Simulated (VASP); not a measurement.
# Si2Sb2Te (Cmc2_1) in VASP: phonons with PBE

Aim: the phonons of Si2Sb2Te with PBE.

Everything below comes from runs of VASP 6.6.1. Logs are shortened: lines on timing, memory, paths and dates and some standing lists are left out, and cuts for length are marked.

## (1) The crystal as given

Symmetry: Cmc2_1, No. 36, orthorhombic system. The conventional cell has a = 12.306 Å, b = 7.231 Å, c = 6.866 Å, α = 90.00°, β = 90.00°, γ = 90.00°. Si (site symmetry 1) has 1 Te at 2.58 Å and 3 Sb at 2.63 to 2.66 Å as nearest neighbours. Around Sb (site symmetry 1) lie 3 Si at 2.63 to 2.66 Å. Te (site symmetry m) has 2 Si at 2.58 Å as nearest neighbours.

The cell was built by a generator and needn't be a form met in nature.

## (2) Phonons, PBE

POSCAR reads:

```
Si2Sb2Te
1.0
    6.1531500000     -3.6153500000      0.0000000000
    6.1531500000      3.6153500000      0.0000000000
    0.0000000000      0.0000000000      6.8662800000
Si Sb Te
4 4 2
Direct
    0.6815150000      0.9803850000      0.2126040000
    0.0196150000      0.3184850000      0.2126040000
    0.9803850000      0.6815150000      0.7126040000
    0.3184850000      0.0196150000      0.7126040000
    0.0472840000      0.6559830000      0.3301100000
    0.3440170000      0.9527160000      0.3301100000
    0.9527160000      0.3440170000      0.8301100000
    0.6559830000      0.0472840000      0.8301100000
    0.6876430000      0.3123570000      0.3527890000
    0.3123570000      0.6876430000      0.8527890000
```

INCAR.step1 reads:

```
SYSTEM = Si2Sb2Te
  ALGO = Fast
  EDIFF = 1E-8
  EDIFFG = -0.002
  ENCUT = 520
  GGA = PE
  IBRION = 2
  ISIF = 3
  ISMEAR = 0
  KPAR = 8
  LASPH = .True.
  LCHARG = .False.
  LREAL = .False.
  LWAVE = .False.
  NELM = 60
  NSW = 40
  PREC = Accurate
  SIGMA = 0.1
```

INCAR.step2 reads:

```
SYSTEM = Si2Sb2Te
  ALGO = Fast
  EDIFF = 1E-8
  ENCUT = 520
  GGA = PE
  IBRION = 6
  ISIF = 2
  ISMEAR = 0
  KPAR = 8
  LASPH = .True.
  LCHARG = .False.
  LREAL = .False.
  LWAVE = .False.
  NELM = 60
  NFREE = 2
  NSW = 1
  POTIM = 0.015
  PREC = Accurate
  SIGMA = 0.1
```

KPOINTS reads:

```
k-points
0
Gamma
  4 4 4
  0 0 0
```

Potentials or basis: VASP PAW PBE potentials, release 64 (Si, Sb, Te).

Launch:

```sh
> cat potpaw_PBE.64/Si/POTCAR potpaw_PBE.64/Sb/POTCAR potpaw_PBE.64/Te/POTCAR > POTCAR
> cp INCAR.step1 INCAR
> mpirun -np 8 vasp_std > vasp.out
> cp CONTCAR POSCAR
> cp INCAR.step2 INCAR
> mpirun -np 8 vasp_std > vasp.out
```

OUTCAR:

```text
SYSTEM = Si2Sb2Te
   EDIFF = 1E-8
   ENCUT = 520
   GGA = PE
   IBRION = 6
   ISIF = 2
   ISMEAR = 0
   LASPH = .True.
   LREAL = .False.
   NELM = 60
   NFREE = 2
   NSW = 1
   POTIM = 0.015
   PREC = Accurate

 ion  position               nearest neighbor table
   1  0.682  0.980  0.213-   9 2.58   5 2.63   6 2.64   8 2.66
   2  0.020  0.318  0.213-   9 2.58   6 2.63   5 2.64   7 2.66
   3  0.980  0.682  0.713-  10 2.58   8 2.63   7 2.64   5 2.66
   4  0.318  0.020  0.713-  10 2.58   7 2.63   8 2.64   6 2.66
   5  0.047  0.656  0.330-   1 2.63   2 2.64   3 2.66   6 3.66
   6  0.344  0.953  0.330-   2 2.63   1 2.64   4 2.66   5 3.66
   7  0.953  0.344  0.830-   4 2.63   3 2.64   2 2.66   8 3.66
   8  0.656  0.047  0.830-   3 2.63   4 2.64   1 2.66   7 3.66
   9  0.688  0.312  0.353-   1 2.58   2 2.58
  10  0.312  0.688  0.853-   3 2.58   4 2.58

  LATTYP: Found a base centered orthorhombic cell.
 ALAT       =     7.2360440075
 B/A-ratio  =     1.7022811229
 C/A-ratio  =     0.9486650707

  Lattice vectors:

 A1 = (  -6.1588905592,  -3.6180220037,   0.0000000000)
 A2 = (   6.1588905592,  -3.6180220037,   0.0000000000)
 A3 = (   0.0000000000,   0.0000000000,   6.8645822002)

Analysis of symmetry for initial positions (statically):
=====================================================================
 Subroutine PRICEL returns:
 Original cell was already a primitive cell.

 Routine SETGRP: Setting up the symmetry group for a
 base centered orthorhombic supercell.

 Subroutine GETGRP returns: Found  4 space group operations
 (whereof  2 operations were pure point group operations)
 out of a pool of  8 trial point group operations.

The static configuration has the point symmetry C_1h.
 The point group associated with its full space group is C_2v.

Analysis of symmetry for dynamics (positions and initial velocities):
=====================================================================
 Subroutine PRICEL returns:
 Original cell was already a primitive cell.

 Routine SETGRP: Setting up the symmetry group for a
 base centered orthorhombic supercell.

 Subroutine GETGRP returns: Found  4 space group operations
 (whereof  2 operations were pure point group operations)
 out of a pool of  8 trial point group operations.

The dynamic configuration has the point symmetry C_1h.
 The point group associated with its full space group is C_2v.

 Subroutine INISYM returns: Found  4 space group operations
 (whereof  2 operations are pure point group operations),
 and found     1 'primitive' translations

----------------------------------------------------------------------------------------

                                     Primitive cell

  volume of cell :     305.9270

  direct lattice vectors                    reciprocal lattice vectors
     6.158890559 -3.618022004  0.000000000     0.081183453 -0.138197059  0.000000000
     6.158890559  3.618022004  0.000000000     0.081183453  0.138197059  0.000000000
     0.000000000  0.000000000  6.864582200     0.000000000  0.000000000  0.145675290

  length of vectors
     7.142969700  7.142969700  6.864582200     0.160278445  0.160278445  0.145675290

  position of ions in fractional coordinates (direct lattice)
     0.681609506  0.980360507  0.212591341
     0.019639493  0.318390494  0.212591341
     0.980360507  0.681609506  0.712591341
     0.318390494  0.019639493  0.712591341
     0.046763282  0.655850189  0.330089048
     0.344149811  0.953236718  0.330089048
     0.953236718  0.344149811  0.830089048
     0.655850189  0.046763282  0.830089048
     0.688366815  0.311633185  0.352856222
     0.311633185  0.688366815  0.852856222

  ion indices of the primitive-cell ions
   primitive index   ion index
[... 77 lines left out ...]
   NELM   =     60;   NELMIN=  2; NELMDL=  0     # of ELM steps
   EDIFF  = 0.1E-07   stopping-criterion for ELM
   LREAL  =      F    real-space projection
   EDIFFG = 0.1E-06   stopping-criterion for IOM
   NSW    =    157    number of steps for IOM
   IBRION =      6    ionic relax: 0-MD 1-quasi-New 2-CG
   NFREE  =      2    steps in history (QN), initial steepest desc. (CG)
   ISIF   =      2    stress and relaxation
   ISYM   =      2    0-nonsym 1-usesym 2-fastsym
   POTIM  = 0.0150    time-step for ionic-motion
   TEBEG  =    0.0;   TEEND  =   0.0 temperature during run
   PSTRESS=    0.0 pullay stress
   NELECT =      48.0000    total number of electrons
   NUPDOWN=      -1.0000    fix difference up-down
   EMIN   =  10.00;   EMAX   =-10.00  energy-range for DOS
   EFERMI =   0.00;   METHOD = LEGACY
   ISMEAR =     0;   SIGMA  =   0.10  broadening in eV -4-tet -1-fermi 0-gaus
   EFERMI_NEDOS =   21; number of points for ismear=-14 and -15
   IALGO  =     68    algorithm
   IMIX   =      4    mixing-type and parameters
     AMIX     =   0.40;   BMIX     =  1.00
     AMIX_MAG =   1.60;   BMIX_MAG =  1.00
  volume/ion in A,a.u.               =      30.59       206.45
  Fermi-wavevector in a.u.,A,eV,Ry     =   0.882977  1.668584 10.607756  0.779648
  Thomas-Fermi vector in A             =   2.003681
   LORBIT       =      0    0 simple, 1 ext, 2 COOP (PROOUT), +10 PAW based schemes
   GGA     = PE    functional components
   LHFCALC =     F    Hartree Fock is set to
   AEXX    =    0.0000 exact exchange contribution
   IVDW    =     0    specifies the selected vdW correction
   LEPSILON=     F    determine dielectric tensor
   LRPA    =     F    only Hartree local field effects (RPA)
 finite differences with symmetry
 non-spin polarized calculation
 RMM-DIIS sequential band-by-band and
 Gauss-broadening in eV      SIGMA  =   0.10
  energy-cutoff  :      520.00
  volume of cell :      305.93
 maximum number of plane-waves:      8279
 NGX is ok and might be reduce to    54
   NGX = 27   NGY = 27   NGZ = 25

--------------------------------------- Ionic step        1  -------------------------------------------

 number of electron      48.0000000 magnetization

 Free energy of the ion-electron system (eV)
  ---------------------------------------------------
  ext. energy  EPLUGINS =         0.00000000
  ---------------------------------------------------
  free energy    TOTEN  =       -43.14661748 eV

  energy without entropy =      -43.14465637  energy(sigma->0) =      -43.14563692

------------------------ aborting loop because EDIFF is reached ----------------------------------------

  FORCE on cell =-STRESS in cart. coord.  units (eV):
  Direction    XX          YY          ZZ          XY          YZ          ZX
  --------------------------------------------------------------------------------------
  -------------------------------------------------------------------------------------
  Total       -0.0035115      0.0015042     -0.0047318      0.0000000      0.0000000      0.0000000
  in kB       -0.0183902      0.0078774     -0.0247808      0.0000000      0.0000000      0.0000000
  external PRESSURE =      -0.0117645 kB  Pullay stress =       0.0000000 kB
[... 113 lines left out ...]
  FREE ENERGIE OF THE ION-ELECTRON SYSTEM (eV)
  ---------------------------------------------------
  free  energy   TOTEN  =       -43.1456234529 eV

  energy  without entropy=      -43.1436932108  energy(sigma->0) =      -43.14465833

[... ionic steps 4 to 16 ...]

--------------------------------------- Ionic step       17  -------------------------------------------

 number of electron      48.0000000 magnetization

------------------------ aborting loop because EDIFF is reached ----------------------------------------
[... 83 lines left out ...]
--------------------------------------- Ionic step       19  -------------------------------------------

 number of electron      48.0000000 magnetization

 Free energy of the ion-electron system (eV)
  ---------------------------------------------------
  ext. energy  EPLUGINS =         0.00000000
  ---------------------------------------------------
  free energy    TOTEN  =       -43.14619306 eV

  energy without entropy =      -43.14426297  energy(sigma->0) =      -43.14522802

 E-fermi :   5.4767     XC(G=0):  -8.7506

 val. band max:        5.4444144852   @ k =   0.0000   0.0000   0.0000
 cond. band min:       5.5251070788   @ k =   0.5000   0.5000   0.0000
 fundamental gap:      0.0806925936
 Fermi energy:         5.4767407416

 k-point     1 :       0.0000    0.0000    0.0000
  band No.  band energies     occupation
      1      -7.1985      2.00000
      2      -6.3468      2.00000
      3      -5.0669      2.00000
      4      -4.5413      2.00000
      5      -4.5141      2.00000
      6      -4.5003      2.00000
[... 818 lines left out ...]
  FREE ENERGIE OF THE ION-ELECTRON SYSTEM (eV)
  ---------------------------------------------------
  free  energy   TOTEN  =       -43.1461930613 eV

  energy  without entropy=      -43.1442629704  energy(sigma->0) =      -43.14522802

 INTERNAL STRAIN TENSORS FROM DISPLACED ATOMS
 ============================================

 INTERNAL STRAIN TENSOR FOR ION    1 for displacements in x,y,z  (eV/Angst):
          X           Y           Z          XY          YZ          ZX
  --------------------------------------------------------------------------------
  x     0.18554     1.83081     1.69009     6.37515     0.54197     4.65244
  y     6.86776    -7.21171     1.83062     1.86094     4.73741    -0.30534
  z     5.34750     4.83793    -8.19683     0.35794     1.32596     2.13517
[... 8 lines left out ...]
 INTERNAL STRAIN TENSOR FOR ION   10 for displacements in x,y,z  (eV/Angst):
          X           Y           Z          XY          YZ          ZX
  --------------------------------------------------------------------------------
  x     0.00000     0.00000     0.00000     9.41578     0.00000    -7.35476
  y     8.33294     5.81113     2.83945     0.00000    -4.59089     0.00000
  z    -5.66750    -3.84612    -3.41430     0.00000     4.04423     0.00000

 Eigenvectors and eigenvalues of the dynamical matrix
   1 f  =   10.066867 THz    63.251989 2PiTHz  335.794528 cm-1    41.633197 meV
   2 f  =    9.624031 THz    60.469572 2PiTHz  321.023130 cm-1    39.801778 meV
   3 f  =    9.478460 THz    59.554919 2PiTHz  316.167384 cm-1    39.199742 meV
   4 f  =    9.474690 THz    59.531233 2PiTHz  316.041640 cm-1    39.184152 meV
   5 f  =    9.421360 THz    59.196153 2PiTHz  314.262755 cm-1    38.963598 meV
   6 f  =    9.357345 THz    58.793935 2PiTHz  312.127444 cm-1    38.698854 meV
[... 19 lines left out ...]
  26 f  =    1.181643 THz     7.424484 2PiTHz   39.415380 cm-1     4.886882 meV
  27 f  =    1.141463 THz     7.172026 2PiTHz   38.075119 cm-1     4.720711 meV
  28 f/i=    0.000699 THz     0.004390 2PiTHz    0.023304 cm-1     0.002889 meV
  29 f/i=    0.001053 THz     0.006617 2PiTHz    0.035130 cm-1     0.004356 meV
  30 f/i=    0.001405 THz     0.008829 2PiTHz    0.046871 cm-1     0.005811 meV

 ELASTIC MODULI CONTR FROM IONIC RELAXATION (kBar)
 Direction    XX          YY          ZZ          XY          YZ          ZX
 --------------------------------------------------------------------------------
 XX        -597.9855   -135.9503    -60.7881      0.0000     -0.0000      0.0000
 YY        -135.9503   -579.7068    -95.1975     -0.0000      0.0000      0.0000
 ZZ         -60.7881    -95.1975   -373.2767      0.0000     -0.0000      0.0000
 XY           0.0000     -0.0000      0.0000   -253.1349     -0.0000     -0.0000
 YZ          -0.0000     -0.0000      0.0000      0.0000   -115.4013     -0.0000
 ZX           0.0000      0.0000      0.0000     -0.0000     -0.0000   -141.2977
 --------------------------------------------------------------------------------
```

Wall time 16 min (8 MPI ranks of Intel Xeon Platinum 8488C (Sapphire Rapids), shared host); peak memory 0.69 GiB.

What came out:

- Relaxed volume: 30.59 Å³/atom
- Relaxed cell: a = 7.143 Å, b = 7.143 Å, c = 6.865 Å, α = 90.00°, β = 90.00°, γ = 60.86°
- Space group after relaxing (to 0.05 Å): Cmc2_1 (No. 36)
- Highest phonon frequency at Γ, LO-TO splitting left out: 336 cm⁻¹

Step by step:
| step | energy change (eV) | largest force (eV/Å) | pressure (GPa) | volume (Å³) |
| --- | --- | --- | --- | --- |
| 1 | 0.0000 | 0.0081 | 0.00 | 305.49 |
| 2 | 0.0000 | 0.0073 | 0.01 | 305.47 |
| 3 | 0.0000 | 0.0079 | 0.01 | 305.47 |
| 4 | -0.0001 | 0.0066 | 0.01 | 305.53 |
| 5 | -0.0001 | 0.0044 | 0.00 | 305.71 |
| 6 | -0.0001 | 0.0133 | -0.01 | 306.06 |
| 7 | -0.0001 | 0.0065 | 0.00 | 305.82 |
| 8 | -0.0001 | 0.0029 | 0.00 | 305.87 |
| 9 | -0.0001 | 0.0030 | 0.00 | 305.87 |
| 10 | -0.0001 | 0.0033 | 0.00 | 305.91 |
| 11 | -0.0001 | 0.0033 | 0.00 | 305.91 |
| 12 | -0.0001 | 0.0017 | 0.00 | 305.93 |

Final structure:
```xyz
10
Lattice="6.1589 -3.6180 0.0000 6.1589 3.6180 0.0000 0.0000 0.0000 6.8646" Properties=species:S:1:pos:R:3 pbc="T T T"
Si   10.2359    1.0809    1.4594
Si    2.0819    1.0809    1.4594
Si   10.2359   -1.0809    4.8916
Si    2.0819   -1.0809    4.8916
Sb    4.3273    2.2037    2.2659
Sb    7.9905    2.2037    2.2659
Sb    7.9905   -2.2037    5.6982
Sb    4.3273   -2.2037    5.6982
Te    6.1589   -1.3630    2.4222
Te    6.1589    1.3630    5.8545
```

Phonon frequencies in cm⁻¹ (negative: imaginary):
```csv
q point,frequencies
"(0.000, 0.000, 0.000)",0 0 0 38 39 55 69 76 79 85 85 93 96 97 98 126 130 135 289 290 302 303 304 311 312 314 316 316 321 336
```

Spin-orbit coupling is left out, which matters for the levels of Sb, Te.
